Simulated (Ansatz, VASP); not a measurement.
# Cross-check of Li2Ta (Li2Ta in the C11b ordering) between VASP and Ansatz, part 2 of 2

Aim: how closely do two programs agree when they are given the same cell, functional and k mesh? The cell is generated by rule, not measured, and may not be a known phase. Of the first pair: The two relaxations start from unlike cells of this crystal (the structure described is Ansatz's start), so only their ends are compared.

VASP 6.6.1 and Ansatz 0.2.0.

So far: The structure; VASP: relaxation of cell and atoms, PBE, pair 1; Ansatz: relaxation of cell and atoms, PBE, pair 1; Side by side.

### 5. Ansatz: relaxation of cell and atoms, PBE, pair 2

Level of this step: Ansatz beside VASP: Kohn-Sham DFT, plane waves, PBE (Ansatz).

The relaxed volume is the usual yardstick between codes: in a stiff, nearly cubic crystal its relative difference is about their pressure difference at one cell divided by the bulk modulus. Its start cell is another than that of the pair before, and may be another structure of the material.

The cell is taken from a series of runs on this material, whose earlier steps may have relaxed, scaled, displaced or heated it; both programs get it as it stands.

File input.yaml:

```yaml
crystal:
  lattice:
    - [2.7378217344, 0.0, 1.3295e-06]
    - [0.0, 2.7378217344, 1.3295e-06]
    - [1.3689075322, 1.3689075322, 6.8675302875]
  atoms:
    - { symbol: Ta, position: [0.0, 0.0, 0.0] }
    - { symbol: Li, position: [0.6655176865, 0.6655176865, 0.6689646269] }
    - { symbol: Li, position: [0.3344823135, 0.3344823135, 0.3310353731] }
kpoints:
  mp_grid: { grid: [12, 12, 12] }
hamiltonian:
  xc: pbe
scf:
  occupations: { method: methfessel_paxton, width: 0.2 }
output:
  forces: true
  stress: true
  eigenvalues: true
relax:
  adjacent_minimum: "off"
  f_tol: 0.001
  max_steps: 60
  cell: { stress_tol: 0.01 }
```

Command:

```
ansatz run input.yaml --threads 4 --pin off --max-ram 8192MiB --backend cpu --events-out ev --progress --plain --runs-dir out
```

Numbers of over 12 decimals in the logs are rounded to 6 here.

Output:

```text
[...]
Crystal: 3 atoms, lattice volume = 51.477 Å³
Basis set: ecut = 420 eV, 1035 PW (Γ), exchange–correlation on 40×40×96 points (8 copies of the dense FFT grid, shifted against one another)
Bands: 14, of which v1, the nominal top of the filled ones, is band 10 counted from 1 (9 counted from 0)
Symmetry: 16 space group operations
[...]
k-points: 163 of 1728
[...]
--- Relaxed structure (4 steps of the walk, 4 accepted, 1 SCFs on fresh bases) ---
[...]
cell:  # Å, volume = 51.3687 Å³
    - [2.738617, -3.229087442186099e-13, 1.329904999558856e-6]
    - [-3.2290874421825407e-13, 2.738617, 1.329904999558121e-6]
    - [1.369305, 1.369305, 6.849137]
  atoms:
    - { symbol: Ta, position: [0, 0, 0] }
    - { symbol: Li, position: [0.665665, 0.665665, 0.668670] }
    - { symbol: Li, position: [0.334335, 0.334335, 0.331330] }
[key lines of the parts left out:]
SCF converged after 6 iterations
Free energy (F): -10340.462519 eV
Fermi energy:    7.580231 eV
P = ⅓ Tr σ = -0.0064 GPa (-0.064 kbar)
```

### 6. VASP: relaxation of cell and atoms, PBE, pair 2

The same cell, functional, mesh and smearing now go to VASP, with its own data sets.

File INCAR:

```
SYSTEM = Li2Ta
PREC = Accurate
ENCUT = 750
EDIFF = 1E-07
NELM = 120
ISMEAR = 1
SIGMA = 0.2
LREAL = .FALSE.
ALGO = Normal
GGA = PE
NBANDS = 14
LASPH = .TRUE.
LORBIT = 11
LWAVE = .FALSE.
LCHARG = .FALSE.
ISIF = 3
IBRION = 2
NSW = 80
EDIFFG = -0.005
GGA_COMPAT = .FALSE.
NELMIN = 4
KPAR = 2
```

File POSCAR:

```
Li2Ta
1.0
    2.7378220000      0.0000000000      0.0000010000
    0.0000000000      2.7378220000      0.0000010000
    1.3689080000      1.3689080000      6.8675300000
Ta Li
1 2
Direct
    0.0000000000      0.0000000000      0.0000000000
    0.6655176484      0.6655176484      0.6689647033
    0.3344823516      0.3344823516      0.3310352967
```

File KPOINTS:

```
Automatic mesh
0
Gamma
12 12 12
0 0 0
```

PAW data sets: Ta_pv and Li_sv (PBE family, release 64).

Command:

```
mpirun -np 2 vasp_std
```

Output:

```text
[... set-up lines as in an earlier step ...]
 entering main loop
       N       E                     dE             d eps       ncg     rms          rms(c)
DAV:   1     0.120586580709E+03    0.12059E+03   -0.10131E+04  4572   0.154E+03
DAV:   2    -0.572319454745E+01   -0.12631E+03   -0.12224E+03  5560   0.358E+02
DAV:   3    -0.148450978767E+02   -0.91219E+01   -0.89823E+01  8428   0.608E+01
DAV:   4    -0.151280690797E+02   -0.28297E+00   -0.28244E+00  5558   0.135E+01
[...]
DAV:  12    -0.144727816092E+02    0.12889E-05   -0.23585E-06  6470   0.910E-03    0.168E-03
DAV:  13    -0.144727817370E+02   -0.12787E-06   -0.21013E-07  4966   0.266E-03    0.895E-04
DAV:  14    -0.144727817265E+02    0.10549E-07   -0.11881E-08  2594   0.853E-04
   1 F= -.14472782E+02 E0= -.14473423E+02  d E =-.144728E+02
[... from here on, the cycles between the ionic steps are left out ...]
   2 F= -.14472877E+02 E0= -.14473512E+02  d E =-.951963E-04
   3 F= -.14472884E+02 E0= -.14473517E+02  d E =-.102508E-03
   4 F= -.14472924E+02 E0= -.14473563E+02  d E =-.398149E-04
   5 F= -.14472952E+02 E0= -.14473595E+02  d E =-.678434E-04
   6 F= -.14472966E+02 E0= -.14473611E+02  d E =-.136645E-04
   7 F= -.14472988E+02 E0= -.14473639E+02  d E =-.356579E-04
   8 F= -.14472996E+02 E0= -.14473644E+02  d E =-.780943E-05
 trial-energy change:   -0.000008  1 .order   -0.000009   -0.000016   -0.000001
 step:   1.5831(harm=  1.5443)  dis= 0.00076  next Energy=   -14.472996 (dE=-0.784E-05)
 reached required accuracy - stopping structural energy minimisation
```

Parts of OUTCAR (step 6):

```text
  Total        0.0046027      0.0046027     -0.0053499     -0.0000000      0.0000000      0.0000000
  in kB        0.1440145      0.1440145     -0.1673956     -0.0000000      0.0000001      0.0000001
  external PRESSURE =       0.0402111 kB  Pullay stress =       0.0000000 kB

 POSITION                                       TOTAL-FORCE (eV/Angst)
 -----------------------------------------------------------------------------------
      2.73805      2.73805      0.00000         0.000000     -0.000000      0.000000
      2.73805      2.73805      4.56540         0.000000      0.000000     -0.001353
      1.36902      1.36902      2.26477        -0.000000     -0.000000      0.001353
 -----------------------------------------------------------------------------------
    total drift:                               -0.000000     -0.000000     -0.000000

  FREE ENERGIE OF THE ION-ELECTRON SYSTEM (eV)
  ---------------------------------------------------
  free  energy   TOTEN  =       -14.4729955455 eV

  energy  without entropy=      -14.4749401607  energy(sigma->0) =      -14.47364375

[... 1 part as in an earlier step ...]

[... 3 further parts left out ...]
[key lines of the parts left out:]
E-fermi :   2.6614
```

### 7. Comparison

What differs besides the data sets and the points named for the pairs above, as far as they apply: the data sets hold 19 valence electrons in Ansatz (on its default PAW (the set named soft_2) files) and 17 in VASP. Total energies have different zeros and are not compared.

The two programs side by side:

| quantity | Ansatz | VASP | difference |
| --- | --- | --- | --- |
| volume (Å³) | 51.37 | 51.21 | +0.32 % |
| edge a after relaxation, in the typed setting (Å) | 2.739 | 2.738 | +0.02 % |
| edge c after relaxation, in the typed setting (Å) | 7.118 | 7.099 | +0.26 % |

### 8. VASP: zone-centre phonons, PBE

Second derivatives magnify differences that forces hide, and they need a tight electronic threshold.

File INCAR:

```
SYSTEM = Li2Ta
PREC = Accurate
ENCUT = 750
EDIFF = 1E-08
NELM = 120
ISMEAR = 1
SIGMA = 0.2
LREAL = .FALSE.
ALGO = Normal
GGA = PE
NBANDS = 14
LASPH = .TRUE.
LORBIT = 11
LWAVE = .FALSE.
LCHARG = .FALSE.
ISIF = 2
IBRION = 8
GGA_COMPAT = .FALSE.
KPAR = 2
```

File POSCAR:

```
Li2Ta
1.0
    2.7386173913      0.0000000000      0.0000013299
    0.0000000000      2.7386173913      0.0000013299
    1.3693053696      1.3693053696      6.8491365240
Ta Li
1 2
Direct
    0.0000000000      0.0000000000      0.0000000000
    0.6656650280      0.6656650280      0.6686699439
    0.3343349720      0.3343349720      0.3313300561
```

File KPOINTS:

```
Automatic mesh
0
Gamma
6 6 6
0 0 0
```

Command:

```
mpirun -np 2 vasp_std
```

Output:

```text
[... set-up lines as in an earlier step ...]
 entering main loop
       N       E                     dE             d eps       ncg     rms          rms(c)
DAV:   1     0.120422194070E+03    0.12042E+03   -0.10415E+04   840   0.156E+03
DAV:   2    -0.568816255598E+01   -0.12611E+03   -0.12200E+03  1014   0.355E+02
DAV:   3    -0.148886946592E+02   -0.92005E+01   -0.90892E+01  1590   0.605E+01
DAV:   4    -0.151354784020E+02   -0.24678E+00   -0.24653E+00  1008   0.128E+01
[...]
DAV:  14    -0.144408020773E+02    0.15672E-05   -0.24256E-06   988   0.792E-03    0.164E-03
DAV:  15    -0.144408020168E+02    0.60468E-07   -0.15090E-07   996   0.299E-03    0.406E-04
DAV:  16    -0.144408020186E+02   -0.18060E-08   -0.74119E-09   678   0.579E-04
   1 F= -.14440802E+02 E0= -.14435416E+02  d E =-.161571E-01
 Linear response reoptimize wavefunctions to high precision
DAV:   1    -0.144408020215E+02   -0.29042E-08   -0.43268E-09   948   0.294E-04
DAV:   2    -0.144408020216E+02   -0.40927E-10   -0.49143E-10   490   0.135E-04
 Linear response DOF=           4
 Linear response progress:
[...]
RMM:  25    -0.196842454778E+00   -0.41117E-06   -0.21564E-06  3973   0.534E-03    0.193E-04
RMM:  26    -0.196842774020E+00   -0.31924E-06   -0.82840E-07  3840   0.520E-03    0.201E-04
RMM:  27    -0.196842996156E+00   -0.22214E-06   -0.12180E-06  3673   0.508E-03    0.210E-04
 first order change of Fermi-energy   0.78633E-04
 force on displaced ion       2 direction 1 :  -1.067  -0.000   0.004
 Linear response progress:
  Degree of freedom:   4/  4
       N       E                     dE             d eps       ncg     rms          rms(c)
RMM:   1    -0.192441331888E+00   -0.19244E+00    0.39777E+00  1113   0.220E+01
RMM:   2    -0.199494629962E+00   -0.70533E-02   -0.29550E-02  1616   0.116E+00    0.126E-01
RMM:   3    -0.200196918246E+00   -0.70229E-03   -0.66596E-03  1713   0.510E-01    0.150E-01
RMM:   4    -0.199450817222E+00    0.74610E-03   -0.15614E-03  1687   0.279E-01    0.229E-02
[...]
RMM:  32    -0.199580006709E+00   -0.74982E-08   -0.11729E-07  1435   0.918E-05    0.226E-06
RMM:  33    -0.199580020659E+00   -0.13950E-07   -0.10538E-07  1777   0.897E-05    0.149E-06
RMM:  34    -0.199580023076E+00   -0.24164E-08   -0.96273E-08  1178   0.861E-05    0.157E-06
 first order change of Fermi-energy   0.37747E-01
 force on displaced ion       2 direction 3 :   0.000   0.000  -2.344
 Linear response finished
```

Parts of OUTCAR (step 8):

```text
  Total       -0.1217358     -0.1217358      0.0833045      0.0000000     -0.0000001     -0.0000001
  in kB       -3.7969126     -3.7969126      2.5982480      0.0000000     -0.0000031     -0.0000031
  external PRESSURE =      -1.6651924 kB  Pullay stress =       0.0000000 kB

 POSITION                                       TOTAL-FORCE (eV/Angst)
 -----------------------------------------------------------------------------------
      0.00000      0.00000      0.00000        -0.000000      0.000000      0.000000
      2.73862      2.73862      4.57981        -0.000000     -0.000000      0.003745
      1.36931      1.36931      2.26933         0.000000      0.000000     -0.003745
 -----------------------------------------------------------------------------------
    total drift:                               -0.000000      0.000000     -0.000000

[... 1 part as in an earlier step ...]

[... 1 further part left out ...]
```

### 9. Ansatz: zone-centre phonons, PBE

The same cell, functional, mesh and smearing now go to Ansatz, which takes its cutoff from its data sets.

The cell is taken from a series of runs on this material, whose earlier steps may have relaxed, scaled, displaced or heated it; both programs get it as it stands.

File input.yaml:

```yaml
crystal:
  lattice:
    - [2.7386173913, 0.0, 1.3299e-06]
    - [0.0, 2.7386173913, 1.3299e-06]
    - [1.3693053696, 1.3693053696, 6.849136524]
  atoms:
    - { symbol: Ta, position: [0.0, 0.0, 0.0] }
    - { symbol: Li, position: [0.6656650281, 0.6656650281, 0.6686699439] }
    - { symbol: Li, position: [0.3343349719, 0.3343349719, 0.3313300561] }
kpoints:
  mp_grid: { grid: [6, 6, 6] }
hamiltonian:
  xc: pbe
scf:
  occupations: { method: methfessel_paxton, width: 0.2 }
output:
  eigenvalues: true
phonons:
  method: dfpt
  qmesh: [2, 2, 2]
  temperatures: { t_max: 1000, t_step: 50 }
  qpath:
    path:
      - [[0.0, 0.0, 0.0], [0.5, 0.5, 0.5], [0.5, 0.5, 0.75], [0.5, 0.0, 0.5], [0.0, 0.0, 0.0], [0.0, 0.0, 0.5], [0.48001513, 0.0, 0.74000757]]
      - [[0.51998487, 0.0, 0.25999243], [0.0, 0.0, 0.0]]
      - [[0.5, 0.5, 0.5], [0.51998487, 0.48001513, 0.5]]
      - [[0.48001513, 0.48001513, 0.98001513], [0.0, 0.0, 0.5]]
    npoints: 10
```

Command:

```
ansatz run input.yaml --threads 4 --pin off --max-ram 8192MiB --backend cpu --events-out ev --progress --plain --runs-dir out
```

Output:

```text
[...]
largest difference from the sums on the solved wave vectors: F 2.73e-2 eV, S 5.16e-5 and C_V 2.43e-5 eV/K
  zero-point energy: 0.122658 eV/cell   skipped modes (ω ≤ 0): 1881, of them read as no rigid motion or as one in doubt: 1878 (1.342e0 modes/cell left out, lowest -115.30 cm⁻¹)   left out of the sums: 1.49e-1 of the cell's modes: C_V's classical limit lies that fraction below 3 k_B per atom; for a crystal, a wire or a layer, F and S can be off by more, and a phonons.interpolated_qmesh denser along its periods is the remedy for the sampling
[key lines of the parts left out:]
SCF converged after 10 iterations
Free energy (F): -10340.430445 eV
Fermi energy:    7.638039 eV
```

### 10. Comparison

What differs besides the data sets and the points named for the pairs above, as far as they apply: VASP's run holds the zone centre alone; the data sets hold 19 valence electrons in Ansatz (on its default PAW (the set named soft_2) files) and 17 in VASP. Total energies have different zeros and are not compared.

Compared:

```csv
quantity,Ansatz,VASP,difference
optical mode 1 to 2 (cm⁻¹),202.7,205.2,-1.19 %
optical mode 3 to 4 (cm⁻¹),206.2,209.2,-1.39 %
optical mode 5 (cm⁻¹),243.6,241.2,+0.97 %
optical mode 6 (cm⁻¹),361.3,357.6,+1.01 %
```

Modes are paired by rising frequency, not by their patterns, so a pair may set unlike modes beside each other; they are those without the splitting of longitudinal modes.

### 11. Summary of results

```json
{
 "difference in volume (relaxation of cell and atoms, PBE, pair 1)": "0.33 %",
 "difference in volume (relaxation of cell and atoms, PBE, pair 2)": "0.32 %",
 "r.m.s. difference of the optical zone-centre modes, each program's sorted by frequency (zone-centre phonons, PBE)": "2.8 cm⁻¹",
 "difference in optical mode 3 to 4 (zone-centre phonons, PBE)": "-1.4 %"
}
```

The difference in volume is 0.33 % (relaxation of cell and atoms, PBE, pair 1), within the 1.2 % picked in this series as the mark of a large difference, as far as the stopping tolerances let one tell. The data sets hold unlike numbers of valence electrons (19 in Ansatz and 17 in VASP), so part of the differences comes from the potentials. Among the rows given in per cent, the largest difference of the zone-centre phonons, PBE pair is in optical mode 3 to 4, -1.4 %. 1 further run of this series is not shown here. Such differences can come from data sets, numerical settings and the points named under the comparisons, not from the functional's error against experiment.

[Lines on the potential files, build, host, timing and source positions are cut from VASP's logs without a mark.]

[Logs are printed without paths, hosts, clocks, repeated set-up lines and the standing remarks that a program may print on its own settings, such as how far it seeks lower states.]

[Hosts, paths, dates, database ids (printed as entryN), source tags and the programs' standing remarks are cut or masked in the printed files.]
